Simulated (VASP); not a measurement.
```xyz
8
Lattice="-2.9431 2.9431 5.5960 2.9431 -2.9431 5.5960 2.9431 2.9431 -5.5960" Properties=species:S:1:pos:R:3 pbc="T T T"
Cd     2.9431    -2.9431     5.5960
Cd     0.0000     2.9431     2.7980
Ge     0.0000     0.0000     5.5960
Ge     2.9431     0.0000     2.7980
As     1.3274     1.4716     6.9950
As     1.4716    -1.3274     4.1970
As     1.6157     1.4716     1.3990
As     1.4716     4.2705    -1.3990
```

Level of theory: LDA (Ceperley-Alder, Perdew-Zunger), VASP's LDA PAW potentials (set 64) (plane waves; VASP). Settings: 400 eV cut-off, Gaussian smearing of 0.050 eV, potentials Cd Ge_d As.

Problem. Give the energies of bands 29 to 42 at the high-symmetry points, in eV from the valence-band maximum.

Solution. 
```tsv
band	Γ	X	P	N	M	S	R
29	-4.18	-3.54	-2.85	-4.05	-3.54	-3.84	-3.50
30	-3.81	-3.54	-2.85	-3.74	-3.54	-3.28	-3.50
31	-3.33	-1.90	-2.36	-2.93	-2.43	-3.18	-2.28
32	-2.35	-1.90	-2.36	-2.75	-2.43	-2.87	-2.28
33	-2.35	-1.20	-1.13	-2.28	-1.97	-2.21	-1.29
34	-0.20	-1.20	-1.13	-1.68	-1.97	-1.95	-1.29
35	-0.16	-0.66	-1.09	-1.41	-1.14	-1.10	-1.02
36	-0.16	-0.66	-1.09	-0.79	-1.14	-0.60	-1.02
37	0.06	0.58	1.34	1.79	1.23	1.29	1.01
38	1.12	0.58	1.34	1.98	1.23	1.93	1.01
39	1.59	2.42	2.01	2.56	1.43	2.01	2.90
40	2.83	2.42	2.01	3.35	1.43	2.67	2.90
41	2.83	3.74	3.80	3.87	2.51	3.57	3.33
42	3.18	3.74	3.81	3.97	2.51	3.67	3.33
```

The gap is indirect, 0.06 eV, from the valence maximum at S0-Γ at 0.89 to the conduction minimum at Γ.

Measured: gap 0.57 eV (computed value off by -0.51 eV), as given by Sergey N. Rashkeev et al., Physical review. B, Condensed matter (1999), arXiv:cond-mat/9809378.

The compound is CdGeAs2 in the chalcopyrite structure. It was relaxed first.
